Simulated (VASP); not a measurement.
An input for Quantum ESPRESSO's pw.x (written as the equivalent of a VASP run, and not itself run):

```
&CONTROL
  calculation = 'vc-relax'
  pseudo_dir = './pseudo'
  outdir = './out'
  tprnfor = .true.
  tstress = .true.
  nstep = 40
  forc_conv_thr = 0.00078
/
&SYSTEM
  ibrav = 0
  nat = 2
  ntyp = 2
  ecutwfc = 84
  occupations = 'smearing'
  smearing = 'gaussian'
  degauss = 0.003675
  input_dft = 'pbesol'
/
&ELECTRONS
  conv_thr = 7.3e-08
  electron_maxstep = 100
/
&IONS
/
&CELL
  press = 50
/
ATOMIC_SPECIES
  Zn 65.380 Zn.upf
  S 32.060 S.upf
CELL_PARAMETERS angstrom
     0.0000000    2.6308141    2.6308141
     2.6308141   -0.0000000    2.6308141
     2.6308141    2.6308141   -0.0000000
ATOMIC_POSITIONS crystal
  Zn   0.0000000  0.0000000  0.0000000
  S    0.2500000  0.2500000  0.2500000
K_POINTS automatic
  9 9 9 0 0 0
```

Task: Write the VASP files for the same calculation (PBEsol).

Result: This is not unique; one that fits is 
**KPOINTS**
```
Regular mesh
0
G
  9 9 9
```

**POSCAR**
```
ZnS
1
    0.0000000000     2.6308140676     2.6308140676
    2.6308140676    -0.0000000000     2.6308140676
    2.6308140676     2.6308140676    -0.0000000000
Zn S
1 1
Direct
  0.0000000000   0.0000000000   0.0000000000
  0.2500000000   0.2500000000   0.2500000000
```

### INCAR
```
SYSTEM = ZnS
PREC = Accurate
ENCUT = 500
EDIFF = 1E-6
NELM = 100
ALGO = Normal
LREAL = .FALSE.
LASPH = .TRUE.
ISMEAR = 0
SIGMA = 0.05
GGA = PS
LMAXMIX = 4
LWAVE = .FALSE.
LCHARG = .FALSE.
IBRION = 2
ISIF = 3
NSW = 40
EDIFFG = -0.02
PSTRESS = 50
```

POTCAR, in this order: Zn S (PBE.64 set). Program: vasp_std.

What does not carry over: the potentials are each code's own (VASP's PAW set, PseudoDojo norm-conserving files in pw.x), so ENCUT and ecutwfc are chosen apart and not converted; conv_thr bounds pw.x's estimated SCF error, while EDIFF bounds the energy change between steps; forc_conv_thr acts on force components and is met together with etot_conv_thr.

The structure was generated: ZnS was put into the zinc blende type (F-43m), which need not be its known phase. It was relaxed first under an external pressure of 5 GPa.
